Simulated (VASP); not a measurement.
# HfN: convergence with the PAW data sets and plane-wave cutoff

How sensitive are energy and pressure of HfN to the PAW data sets and plane-wave cutoff? The series runs use PBEsol. The PAW data sets tried: minimal 64: Hf N; recommended 64: Hf_pv N; recommended 54: Hf_pv N; semicore 64: Hf_sv N; gw 64: Hf_sv_GW N_GW; hard 64: Hf_pv N_h; soft 64: Hf_pv N_s. The plane-wave cutoff tried: ENCUT = 240; ENCUT = 300; ENCUT = 360; ENCUT = 400; ENCUT = 460; ENCUT = 520; ENCUT = 640; ENCUT = 800. The start is a cell from a database of measured crystal structures.

Calculated with VASP 6.6.1; PBEsol; plane waves and PAW (Hf, N), in the first sound run; inputs show where later runs differ.

The database entry behind the starting cell differs from later determinations by our own check (about 0.3 % short), so it need not match the best structure at ambient conditions.

## 1. Set-up

Symmetry: Fm-3m, No. 225, cubic system. Conventional cell: a = 4.512 Å, b = 4.512 Å, c = 4.512 Å, α = 90.00°, β = 90.00°, γ = 90.00°. Hf has 6 N at 2.26 Å nearest. Nearest to N lie 6 Hf at 2.26 Å. Farther neighbours and most contacts between anions are not listed.

Coordinates:

```cif
data_structure
_symmetry_space_group_name_H-M 'P 1'
_symmetry_Int_Tables_number 1
_cell_length_a 3.1905
_cell_length_b 3.1905
_cell_length_c 3.1905
_cell_angle_alpha 60.000
_cell_angle_beta 60.000
_cell_angle_gamma 60.000
_cell_volume 22.96
loop_
_atom_site_label
_atom_site_type_symbol
_atom_site_fract_x
_atom_site_fract_y
_atom_site_fract_z
_atom_site_occupancy
Hf1 Hf 0.00000 0.00000 0.00000 1
N2 N 0.50000 0.50000 0.50000 1
```

## 2. PAW data sets: minimal 64: Hf N

Data sets differ in which electrons are valence and how hard the partial waves are. PBEsol restores the gradient expansion of exchange and is tuned for the cells of solids.

INCAR reads:

```
SYSTEM = HfN
PREC = Accurate
ENCUT = 520
EDIFF = 1E-06
NELM = 100
ISMEAR = -1
SIGMA = 0.05
LREAL = .FALSE.
ALGO = Normal
GGA = PS
NBANDS = 10
LASPH = .TRUE.
LORBIT = 11
LWAVE = .FALSE.
LCHARG = .FALSE.
KPAR = 2
ISIF = 2
```

POSCAR reads:

```
HfN
1.0
    0.0000000000      2.2560000000      2.2560000000
    2.2560000000      0.0000000000      2.2560000000
    2.2560000000      2.2560000000      0.0000000000
Hf N
1 1
Direct
    0.0000000000      0.0000000000      0.0000000000
    0.5000000000      0.5000000000      0.5000000000
```

KPOINTS reads:

```
Automatic mesh
0
Gamma
7 7 7
0 0 0
```

The projector-augmented-wave data sets are Hf and N (PBE family, release 64).

Launch:

```console
mpirun -np 2 vasp_std
```

Output:

```text
[banner, memory and clock lines left out]
running    2 mpi-ranks, on    1 nodes
 distrk:  each k-point on    1 cores,    2 groups
 distr:  one band on    1 cores,    1 groups

 POSCAR found type information on POSCAR HfN
 POSCAR found :  2 types and       2 ions
|                                                                             |
|               ----> ADVICE to this user running VASP <----                  |
|                                                                             |
|     You enforced a specific xc type in the INCAR file but a different       |
|     [... a line on the potential file left out ...]
|     I HOPE YOU KNOW WHAT YOU ARE DOING!                                     |
|                                                                             |

 LDA part: xc-table for (Slater+PW92), standard interpolation
 POSCAR, INCAR and KPOINTS ok, starting setup
 FFT: planning ... GRIDC
 FFT: planning ... GRID_SOFT
 FFT: planning ... GRID
 WAVECAR not read
 entering main loop
       N       E                     dE             d eps       ncg     rms          rms(c)
DAV:   1     0.157559165949E+02    0.15756E+02   -0.42151E+03   400   0.744E+02
DAV:   2    -0.247698563398E+02   -0.40526E+02   -0.39234E+02   630   0.148E+02
DAV:   3    -0.258265592561E+02   -0.10567E+01   -0.10497E+01   482   0.259E+01
DAV:   4    -0.258299768733E+02   -0.34176E-02   -0.34168E-02   488   0.153E+00
DAV:   5    -0.258299878765E+02   -0.11003E-04   -0.11003E-04   476   0.712E-02    0.215E+01
DAV:   6    -0.232593662489E+02    0.25706E+01   -0.14871E+01   492   0.226E+01    0.112E+01
DAV:   7    -0.231306597077E+02    0.12871E+00   -0.45176E-01   450   0.558E+00    0.640E+00
DAV:   8    -0.230624648097E+02    0.68195E-01   -0.88068E-02   464   0.246E+00    0.445E-01
DAV:   9    -0.230618751843E+02    0.58963E-03   -0.37824E-03   468   0.383E-01    0.142E-01
DAV:  10    -0.230617190458E+02    0.15614E-03   -0.28722E-04   476   0.118E-01    0.192E-02
DAV:  11    -0.230617119961E+02    0.70497E-05   -0.84021E-05   506   0.545E-02    0.967E-03
DAV:  12    -0.230617104017E+02    0.15944E-05   -0.50426E-06   446   0.159E-02    0.231E-03
DAV:  13    -0.230617104218E+02   -0.20044E-07   -0.24129E-07   212   0.430E-03
   1 F= -.23061710E+02 E0= -.23057969E+02  d E =-.748215E-02
```

Elapsed: 4.4 s, on 2 MPI ranks of AMD EPYC 7R43, shared host; peak memory 0.2 GiB.

Lines that name or quote the potential files are left out of all logs, and their timing lines are given in words.

Parts of OUTCAR (step 2):

```text
ion  position               nearest neighbor table
   1  0.000  0.000  0.000-   2 2.26   2 2.26   2 2.26   2 2.26   2 2.26   2 2.26
   2  0.500  0.500  0.500-   1 2.26   1 2.26   1 2.26   1 2.26   1 2.26   1 2.26

  LATTYP: Found a face centered cubic cell.
 ALAT       =     4.5120000000

 Subroutine GETGRP returns: Found 48 space group operations
 (whereof 48 operations were pure point group operations)

The static configuration has the point symmetry O_h .

 Found     20 irreducible k-points:

   k-points           NKPTS =     20   k-points in BZ     NKDIM =     20   number of bands    NBANDS=     10

   dimension x,y,z NGX =    24 NGY =   24 NGZ =   24
   dimension x,y,z NGXF=    48 NGYF=   48 NGZF=   48

   ENCUT  =  520.0 eV  38.22 Ry    6.18 a.u.   5.93  5.93  5.93*2*pi/ulx,y,z

   NELECT =       9.0000    total number of electrons

 k-points in reciprocal lattice and weights: Automatic mesh
   0.00000000  0.00000000  0.00000000       0.003
   0.14285714  0.00000000  0.00000000       0.023
   0.28571429  0.00000000  0.00000000       0.023
   0.42857143  0.00000000  0.00000000       0.023
   0.14285714  0.14285714  0.00000000       0.017
   0.28571429  0.14285714  0.00000000       0.070
   0.42857143  0.14285714  0.00000000       0.070
  -0.42857143  0.14285714  0.00000000       0.070
  -0.28571429  0.14285714  0.00000000       0.070
[...]
-0.42857143  0.42857143  0.14285714       0.070
  -0.28571429  0.42857143  0.14285714       0.070

 average (electrostatic) potential at core
       1 -32.8499       2 -61.2873

 E-fermi :   8.8209

 k-point     1 :       0.0000    0.0000    0.0000
  band No.  band energies     occupation
    ...
      3       5.5928      2.00000
      4       5.5928      2.00000
      5       8.2203      1.99999
      6       8.2203      1.99999
      7       8.2203      1.99999
      8      10.4376      0.00000
      9      10.5520      0.00000
     10      10.5520      0.00000

 k-point     2 :       0.1429    0.0000    0.0000
  band No.  band energies     occupation
    ...
      3       4.6169      2.00000
      4       4.6169      2.00000
      5       8.5970      1.97751
      6       8.8520      0.69835
      7       8.8520      0.69835
      8      11.7311      0.00000
      9      11.9557      0.00000
     10      11.9557      0.00000

 k-point     3 :       0.2857    0.0000    0.0000
  band No.  band energies     occupation
      1      -7.4632      2.00000
      2       1.5661      2.00000
      3       3.2673      2.00000
      4       3.2673      2.00000
      5       9.4399      0.00001
      6      10.3600      0.00000
      7      10.3600      0.00000
      8      13.6881      0.00000
      9      14.6419      0.00000
    ...

  Total       -0.5053063     -0.5053063     -0.5053063     -0.0000000      0.0000000     -0.0000000
  in kB      -35.2547771    -35.2547771    -35.2547771     -0.0000000      0.0000000     -0.0000000
  external PRESSURE =     -35.2547771 kB  Pullay stress =       0.0000000 kB

  energy-cutoff  :      520.00
  volume of cell :       22.96
      direct lattice vectors                 reciprocal lattice vectors
     0.000000000  2.256000000  2.256000000    -0.221631206  0.221631206  0.221631206
     2.256000000  0.000000000  2.256000000     0.221631206 -0.221631206  0.221631206
     2.256000000  2.256000000  0.000000000     0.221631206  0.221631206 -0.221631206

 POSITION                                       TOTAL-FORCE (eV/Angst)
 -----------------------------------------------------------------------------------
      0.00000      0.00000      0.00000        -0.000000     -0.000000      0.000000
      2.25600      2.25600      2.25600         0.000000      0.000000     -0.000000
 -----------------------------------------------------------------------------------
    total drift:                               -0.000000     -0.000000      0.000000

  FREE ENERGIE OF THE ION-ELECTRON SYSTEM (eV)
  ---------------------------------------------------
  free  energy   TOTEN  =       -23.0617104218 eV

  energy  without entropy=      -23.0542282757  energy(sigma->0) =      -23.05796935

 total charge
# of ion       s       p       d       tot
------------------------------------------
    1        0.460   0.731   2.458   3.648
    2        1.229   2.493   0.000   3.721
--------------------------------------------------
tot          1.689   3.223   2.458   7.370

[... 3 further parts left out ...]
```

This run has no spin polarisation. Its electron count is odd, so without a moment it is a metal by construction. The k-mesh is coarse for a metal. The PAW data sets were made with PBE, which is usual practice but a small mismatch for other functionals. The data set Hf keeps the semicore shell frozen, which is cheaper and a little less accurate.

This step gave:

- SCF cycles: 13
- electrons: 9
- bands: 10
- irreducible k-points: 20
- symmetry operations: 48
- free energy (TOTEN): -23.06 eV
- energy at zero smearing: -23.06 eV
- Fermi energy: 8.821 eV
- pressure: -3.525 GPa
- metallic: yes

The series starts at -11.5290 eV an atom and -3.53 GPa, after 13 cycles in 4.4 s.

## 3. PAW data sets: recommended 64: Hf pv N

This step: PBEsol; plane waves and PAW (Hf_pv, N) (VASP 6.6.1).

INCAR, as its differences from that of step 2:

```diff
@@ -10,3 +10,3 @@
 GGA = PS
-NBANDS = 10
+NBANDS = 13
 LASPH = .TRUE.
```

POSCAR is that of step 2.

KPOINTS is that of step 2.

Potentials, in the order of the species: Hf_pv and N (PBE family, release 64).

Launch:

```console
mpirun -np 2 vasp_std
```

Output:

```text
[banner, memory and clock lines left out]
running    2 mpi-ranks, on    1 nodes
[...]
[... a notice as in an earlier step ...]

 LDA part: xc-table for (Slater+PW92), standard interpolation
 POSCAR, INCAR and KPOINTS ok, starting setup
[...]
entering main loop
       N       E                     dE             d eps       ncg     rms          rms(c)
DAV:   1     0.356878757842E+02    0.35688E+02   -0.80364E+03   520   0.109E+03
DAV:   2    -0.236454499366E+02   -0.59333E+02   -0.55717E+02   691   0.244E+02
DAV:   3    -0.256875548425E+02   -0.20421E+01   -0.20308E+01   600   0.368E+01
DAV:   4    -0.256973106181E+02   -0.97558E-02   -0.97426E-02   575   0.290E+00
[...]
DAV:  11    -0.229735097124E+02    0.70114E-04   -0.19107E-04   595   0.135E-01    0.642E-02
DAV:  12    -0.229735092455E+02    0.46689E-06   -0.14015E-05   635   0.327E-02    0.786E-03
DAV:  13    -0.229735090442E+02    0.20129E-06   -0.21953E-07   280   0.489E-03
   1 F= -.22973509E+02 E0= -.22969770E+02  d E =-.747833E-02
```

It took 5 s on 2 MPI ranks; peak memory 0.21 GiB; 8.9 s of CPU time.

From OUTCAR (step 3):

```text
  Total       -0.5526083     -0.5526083     -0.5526083      0.0000000      0.0000000      0.0000000
  in kB      -38.5549988    -38.5549988    -38.5549988      0.0000000      0.0000000      0.0000000
  external PRESSURE =     -38.5549988 kB  Pullay stress =       0.0000000 kB

 POSITION                                       TOTAL-FORCE (eV/Angst)
 -----------------------------------------------------------------------------------
      0.00000      0.00000      0.00000        -0.000000      0.000000     -0.000000
      2.25600      2.25600      2.25600         0.000000     -0.000000      0.000000
 -----------------------------------------------------------------------------------
    total drift:                                0.000000     -0.000000     -0.000000

  FREE ENERGIE OF THE ION-ELECTRON SYSTEM (eV)
  ---------------------------------------------------
  free  energy   TOTEN  =       -22.9735090442 eV

  energy  without entropy=      -22.9660307096  energy(sigma->0) =      -22.96976988

[... 1 part as in an earlier step ...]

[... 2 further parts left out ...]
[key lines of the parts left out:]
E-fermi :   8.4642
```

With 15 valence electrons the pressure is -3.86 GPa, -0.33 GPa from the first of the series, after 13 cycles in 5 s.

## 4. PAW data sets: recommended 54: Hf pv N

INCAR is that of step 3.

POSCAR is that of step 3.

KPOINTS is that of step 3.

Potentials, in the order of the species: Hf_pv and N (PBE family, release 54).

Launch:

```console
mpirun -np 2 vasp_std
```

Output:

```text
[... set-up lines as in an earlier step ...]
 entering main loop
       N       E                     dE             d eps       ncg     rms          rms(c)
[... 13 cycles as in an earlier step ...]
   1 F= -.22973509E+02 E0= -.22969770E+02  d E =-.747833E-02
```

Elapsed: 5.2 s, on 2 MPI ranks; peak memory 0.21 GiB.

From OUTCAR (step 4):

```text
[... 6 parts as in an earlier step ...]

[... 1 further part left out ...]
[key lines of the parts left out:]
E-fermi :   8.4642
```

With 15 valence electrons the pressure is -3.86 GPa, -0.33 GPa from the first of the series, after 13 cycles in 5.2 s.

## 5. PAW data sets: semicore 64: Hf sv N

This step: PBEsol; plane waves and PAW (Hf_sv, N) (VASP 6.6.1).

INCAR, as its differences from that of step 4:

```diff
@@ -10,3 +10,3 @@
 GGA = PS
-NBANDS = 13
+NBANDS = 14
 LASPH = .TRUE.
```

POSCAR is that of step 4.

KPOINTS is that of step 4.

Potentials, in the order of the species: Hf_sv and N (PBE family, release 64).

Launch:

```console
mpirun -np 2 vasp_std
```

Output:

```text
[... set-up lines as in an earlier step ...]
 entering main loop
       N       E                     dE             d eps       ncg     rms          rms(c)
DAV:   1     0.948795530594E+02    0.94880E+02   -0.89036E+03   560   0.115E+03
DAV:   2    -0.261488129372E+02   -0.12103E+03   -0.11221E+03   704   0.339E+02
DAV:   3    -0.295633265989E+02   -0.34145E+01   -0.33887E+01   692   0.526E+01
DAV:   4    -0.295819166074E+02   -0.18590E-01   -0.18589E-01   614   0.413E+00
[...]
DAV:  11    -0.257726183101E+02    0.15686E-03   -0.63352E-04   668   0.235E-01    0.314E-02
DAV:  12    -0.257725946356E+02    0.23675E-04   -0.50034E-05   656   0.699E-02    0.403E-03
DAV:  13    -0.257725948414E+02   -0.20580E-06   -0.37419E-06   578   0.158E-02
   1 F= -.25772595E+02 E0= -.25768851E+02  d E =-.748817E-02
```

Wall time 6.2 s (2 MPI ranks); peak memory 0.2 GiB.

OUTCAR, selected parts (step 5):

```text
  Total       -0.4412178     -0.4412178     -0.4412178     -0.0000000     -0.0000000     -0.0000000
  in kB      -30.7833827    -30.7833827    -30.7833827     -0.0000000     -0.0000000     -0.0000000
  external PRESSURE =     -30.7833827 kB  Pullay stress =       0.0000000 kB

 POSITION                                       TOTAL-FORCE (eV/Angst)
 -----------------------------------------------------------------------------------
      0.00000      0.00000      0.00000         0.000000      0.000000      0.000000
      2.25600      2.25600      2.25600         0.000000      0.000000      0.000000
 -----------------------------------------------------------------------------------
    total drift:                                0.000000     -0.000000     -0.000000

  FREE ENERGIE OF THE ION-ELECTRON SYSTEM (eV)
  ---------------------------------------------------
  free  energy   TOTEN  =       -25.7725948414 eV

  energy  without entropy=      -25.7651066680  energy(sigma->0) =      -25.76885075

[... 1 part as in an earlier step ...]

[... 2 further parts left out ...]
[key lines of the parts left out:]
E-fermi :  10.4038
```

With 17 valence electrons the pressure is -3.08 GPa, +0.45 GPa from the first of the series, after 13 cycles in 6.2 s.

## 6. PAW data sets: GW 64: Hf sv GW N GW

This step: PBEsol; plane waves and PAW (Hf_sv_GW, N_GW) (VASP 6.6.1).

INCAR, as its differences from that of step 5:

```diff
@@ -2,3 +2,3 @@
 PREC = Accurate
-ENCUT = 520
+ENCUT = 550
 EDIFF = 1E-06
```

POSCAR is that of step 5.

KPOINTS is that of step 5.

PAW data sets: Hf_sv_GW and N_GW (PBE family, release 64).

Launch:

```console
mpirun -np 2 vasp_std
```

Output:

```text
[... set-up lines as in an earlier step ...]
 entering main loop
       N       E                     dE             d eps       ncg     rms          rms(c)
DAV:   1     0.113042758447E+03    0.11304E+03   -0.95641E+03   560   0.124E+03
DAV:   2    -0.242343283840E+02   -0.13728E+03   -0.12564E+03   722   0.366E+02
DAV:   3    -0.294575442160E+02   -0.52232E+01   -0.51929E+01   674   0.677E+01
DAV:   4    -0.294902468110E+02   -0.32703E-01   -0.32684E-01   640   0.685E+00
[...]
DAV:  12    -0.257517616056E+02   -0.43143E-05   -0.14283E-05   584   0.362E-02    0.233E-01
DAV:  13    -0.257517604056E+02    0.12000E-05   -0.57464E-06   822   0.269E-02    0.687E-03
DAV:  14    -0.257517601198E+02    0.28584E-06   -0.52115E-07   298   0.998E-03
   1 F= -.25751760E+02 E0= -.25748161E+02  d E =-.719843E-02
```

The job ended after 8.2 s (2 MPI ranks; peak memory 0.22 GiB).

From OUTCAR (step 6):

```text
  Total       -0.2280014     -0.2280014     -0.2280014      0.0000000      0.0000000      0.0000000
  in kB      -15.9074593    -15.9074593    -15.9074593      0.0000000      0.0000000      0.0000000
  external PRESSURE =     -15.9074593 kB  Pullay stress =       0.0000000 kB

 POSITION                                       TOTAL-FORCE (eV/Angst)
 -----------------------------------------------------------------------------------
      0.00000      0.00000      0.00000         0.000000     -0.000000      0.000000
      2.25600      2.25600      2.25600        -0.000000      0.000000      0.000000
 -----------------------------------------------------------------------------------
    total drift:                                0.000000     -0.000000     -0.000000

  FREE ENERGIE OF THE ION-ELECTRON SYSTEM (eV)
  ---------------------------------------------------
  free  energy   TOTEN  =       -25.7517601198 eV

  energy  without entropy=      -25.7445616937  energy(sigma->0) =      -25.74816091

[... 1 part as in an earlier step ...]

[... 2 further parts left out ...]
[key lines of the parts left out:]
E-fermi :  12.2494
```

With 17 valence electrons the pressure is -1.59 GPa, +1.93 GPa from the first of the series, after 14 cycles in 8.2 s.

## 7. PAW data sets: hard 64: Hf pv N h

This step: PBEsol; plane waves and PAW (Hf_pv, N_h) (VASP 6.6.1).

INCAR, as its differences from that of step 6:

```diff
@@ -2,3 +2,3 @@
 PREC = Accurate
-ENCUT = 550
+ENCUT = 990
 EDIFF = 1E-06
@@ -10,3 +10,3 @@
 GGA = PS
-NBANDS = 14
+NBANDS = 13
 LASPH = .TRUE.
```

POSCAR is that of step 6.

KPOINTS is that of step 6.

Potentials, in the order of the species: Hf_pv and N_h (PBE family, release 64).

Launch:

```console
mpirun -np 2 vasp_std
```

Output:

```text
[... set-up lines as in an earlier step ...]
 entering main loop
       N       E                     dE             d eps       ncg     rms          rms(c)
DAV:   1     0.664672712566E+02    0.66467E+02   -0.11332E+04   520   0.180E+03
DAV:   2    -0.205426363081E+02   -0.87010E+02   -0.80085E+02   704   0.319E+02
DAV:   3    -0.256412057716E+02   -0.50986E+01   -0.50178E+01   668   0.563E+01
DAV:   4    -0.256943845631E+02   -0.53179E-01   -0.53138E-01   548   0.602E+00
[...]
DAV:  10    -0.229842738333E+02    0.61306E-03   -0.26258E-03   621   0.437E-01    0.743E-02
DAV:  11    -0.229842646387E+02    0.91946E-05   -0.13683E-04   613   0.121E-01    0.229E-02
DAV:  12    -0.229842654732E+02   -0.83454E-06   -0.43169E-06   610   0.193E-02
   1 F= -.22984265E+02 E0= -.22980530E+02  d E =-.747110E-02
```

It took 14 s on 2 MPI ranks; peak memory 0.38 GiB.

OUTCAR, selected parts (step 7):

```text
  Total       -0.5555412     -0.5555412     -0.5555412      0.0000000      0.0000000      0.0000000
  in kB      -38.7596247    -38.7596247    -38.7596247      0.0000000      0.0000000      0.0000000
  external PRESSURE =     -38.7596247 kB  Pullay stress =       0.0000000 kB

 POSITION                                       TOTAL-FORCE (eV/Angst)
 -----------------------------------------------------------------------------------
      0.00000      0.00000      0.00000        -0.000000     -0.000000      0.000000
      2.25600      2.25600      2.25600         0.000000      0.000000     -0.000000
 -----------------------------------------------------------------------------------
    total drift:                                0.000000      0.000000      0.000000

  FREE ENERGIE OF THE ION-ELECTRON SYSTEM (eV)
  ---------------------------------------------------
  free  energy   TOTEN  =       -22.9842654732 eV

  energy  without entropy=      -22.9767943772  energy(sigma->0) =      -22.98052993

[... 1 part as in an earlier step ...]

[... 2 further parts left out ...]
[key lines of the parts left out:]
E-fermi :   8.7618
```

With 15 valence electrons the pressure is -3.88 GPa, -0.35 GPa from the first of the series, after 12 cycles in 14 s.

(Part 1 of 3 ends here.)

[Lines on the potential files, build, host, timing and source positions are cut from VASP's logs without a mark.]

[Logs are printed without paths, hosts, clocks, repeated set-up lines and the standing remarks that a program may print on its own settings, such as how far it seeks lower states.]

[Hosts, paths, dates, database ids (printed as entryN), source tags and the programs' standing remarks are cut or masked in the printed files.]

[A measured line is paired with the nearest computed mode of its activity, which favours agreement.]
